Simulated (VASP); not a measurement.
A VASP calculation is set up with these files.

POSCAR:
```
GeS
1
    3.7844173641     0.0000000000     0.0000000000
   -1.8922086821     3.2774019334     0.0000000000
   -0.0000000000     0.0000000000     6.6652011133
Ge S
2 2
Direct
  0.0000000000   0.0000000000   0.0000000000
  0.0000000000   0.0000000000   0.5000000000
  0.3333330000   0.6666670000   0.2500000000
  0.6666670000   0.3333330000   0.7500000000
```

### INCAR
```
SYSTEM=GeS
PREC=Accurate; ENCUT=400; LREAL=F
LASPH=T
EDIFF=1E-7; NELM=100; ALGO=Normal
LMAXMIX=4
ISMEAR=-5
GGA=PE
ISIF=2
LWAVE=F; LCHARG=T; LORBIT=11
NEDOS=601
LEFG=T
```

KPOINTS:
```
Automatic mesh
0
Gamma
10 10 5
0 0 0
```

POTCAR, in this order: Ge_d S (PBE.64 set). Program: vasp_std.

Q: Translate this PBE calculation to Quantum ESPRESSO's pw.x.

A: One equivalent input (not run):
```
&CONTROL
  calculation = 'scf'
  pseudo_dir = './pseudo'
  outdir = './out'
  tprnfor = .true.
  tstress = .true.
/
&SYSTEM
  ibrav = 0
  nat = 4
  ntyp = 2
  ecutwfc = 78
  occupations = 'tetrahedra'
  input_dft = 'pbe'
/
&ELECTRONS
  conv_thr = 7.3e-09
  electron_maxstep = 100
/
ATOMIC_SPECIES
  Ge 72.630 Ge.upf
  S 32.060 S.upf
CELL_PARAMETERS angstrom
     3.7844174    0.0000000    0.0000000
    -1.8922087    3.2774019    0.0000000
    -0.0000000    0.0000000    6.6652011
ATOMIC_POSITIONS crystal
  Ge   0.0000000  0.0000000  0.0000000
  Ge   0.0000000  0.0000000  0.5000000
  S    0.3333330  0.6666670  0.2500000
  S    0.6666670  0.3333330  0.7500000
K_POINTS automatic
  10 10 5 0 0 0
```
The two are equivalent in intent, not identical: the potentials are each code's own (VASP's PAW set, PseudoDojo norm-conserving files in pw.x), so ENCUT and ecutwfc are chosen apart and not converted; conv_thr bounds pw.x's estimated SCF error, while EDIFF bounds the energy change between steps; the field gradients of LEFG aren't asked of the other code.

The structure was generated: GeS was put into the NiAs type type (P6_3/mmc), which need not be its known phase. It was relaxed first, which changed the volume by +49 %.
